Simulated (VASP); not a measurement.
Consider the following.

```
CELL_PARAMETERS angstrom
      1.13048    -1.95805     0.00000
      1.13048     1.95805     0.00000
      0.00000     0.00000     3.54492
ATOMIC_POSITIONS crystal
  Be 0.33333 0.66667 0.25000
  Be 0.66667 0.33333 0.75000
```

All values below come from MS2 meta-GGA, VASP's PBE PAW potentials (set 64) (plane waves; VASP 6.6.1). Numerical set-up: 520 eV cut-off, 21×21×12 Γ-centred mesh, tetrahedra with Blöchl corrections, potentials Be.

Q: Give the energies of bands 1 to 4 at the high-symmetry points, in eV from the Fermi level.

A: 
```
band       Γ      M      K      A      L      H
----  ------  -----  -----  -----  -----  -----
1     -11.75  -5.02  -2.21  -9.47  -3.77  -1.37
2      -4.34  -3.45  -1.24  -9.47  -3.77  -1.37
3       1.10   3.95  -1.24  11.34   1.79   0.70
4      16.87   6.92   7.13  11.34   1.79   0.70
```

It has no gap at this level: it comes out as a metal or semimetal.

The compound is Be in the hcp structure. It was relaxed first.
